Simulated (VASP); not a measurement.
A convergence study with VASP on SnTe (rock salt): a few settings are varied, all else stays as given below, so the limit is that of these other settings.

```
CELL_PARAMETERS angstrom
      0.00000     3.16000     3.16000
      3.16000     0.00000     3.16000
      3.16000     3.16000     0.00000
ATOMIC_POSITIONS crystal
  Sn 0.00000 0.00000 0.00000
  Te 0.50000 0.50000 0.50000
```

Level of theory: PBE GGA, VASP's PBE PAW potentials (set 64) (plane waves; VASP). The last row used: 550 eV cut-off, 14×14×14 Γ-centred mesh, second-order Methfessel-Paxton smearing of 0.40 eV, potentials Sn_d Te.

| setting | E (eV/atom) | pressure (GPa) | irreducible k-points |
|---|---|---|---|
| ISMEAR = -1, SIGMA = 0.01, 4×4×4 mesh | -3.7733 | 1.12 | 8 |
| ISMEAR = -1, SIGMA = 0.2, 4×4×4 mesh | -3.7766 | 1.36 | 8 |
| ISMEAR = 0, SIGMA = 0.01, 4×4×4 mesh | -3.7734 | 1.09 | 8 |
| ISMEAR = 0, SIGMA = 0.2, 4×4×4 mesh | -3.7749 | 1.46 | 8 |
| ISMEAR = 1, SIGMA = 0.01, 4×4×4 mesh | -3.7734 | 1.09 | 8 |
| ISMEAR = 1, SIGMA = 0.2, 4×4×4 mesh | -3.7742 | 1.46 | 8 |
| ISMEAR = 2, SIGMA = 0.01, 4×4×4 mesh | -3.7734 | 1.09 | 8 |
| ISMEAR = 2, SIGMA = 0.2, 4×4×4 mesh | -3.7738 | 1.39 | 8 |
| ISMEAR = -1, SIGMA = 0.05, 8×8×8 mesh | -3.7741 | 1.88 | 29 |
| ISMEAR = -1, SIGMA = 0.2, 8×8×8 mesh | -3.7693 | 1.77 | 29 |
| ISMEAR = 0, SIGMA = 0.05, 8×8×8 mesh | -3.7740 | 1.86 | 29 |
| ISMEAR = 0, SIGMA = 0.2, 8×8×8 mesh | -3.7742 | 1.88 | 29 |
| ISMEAR = 1, SIGMA = 0.05, 8×8×8 mesh | -3.7740 | 1.84 | 29 |
| ISMEAR = 1, SIGMA = 0.2, 8×8×8 mesh | -3.7742 | 1.89 | 29 |
| ISMEAR = 2, SIGMA = 0.05, 8×8×8 mesh | -3.7740 | 1.84 | 29 |
| ISMEAR = 2, SIGMA = 0.2, 8×8×8 mesh | -3.7740 | 1.87 | 29 |
| ISMEAR = -1, SIGMA = 0.05, 14×14×14 mesh | -3.7750 | 1.86 | 104 |
| ISMEAR = -1, SIGMA = 0.4, 14×14×14 mesh | -3.7445 | 1.77 | 104 |
| ISMEAR = 0, SIGMA = 0.05, 14×14×14 mesh | -3.7750 | 1.85 | 104 |
| ISMEAR = 0, SIGMA = 0.4, 14×14×14 mesh | -3.7730 | 1.80 | 104 |
| ISMEAR = 1, SIGMA = 0.05, 14×14×14 mesh | -3.7750 | 1.85 | 104 |
| ISMEAR = 1, SIGMA = 0.4, 14×14×14 mesh | -3.7751 | 1.87 | 104 |
| ISMEAR = 2, SIGMA = 0.05, 14×14×14 mesh | -3.7750 | 1.85 | 104 |
| ISMEAR = 2, SIGMA = 0.4, 14×14×14 mesh | -3.7752 | 1.87 | 104 |

Left out are rungs that failed or repeat a setting and relaxations that didn't move; long series are thinned to 24 rows.

The compound is SnTe in the rock salt structure, which distorts at low temperature. The cell was not relaxed at this level.
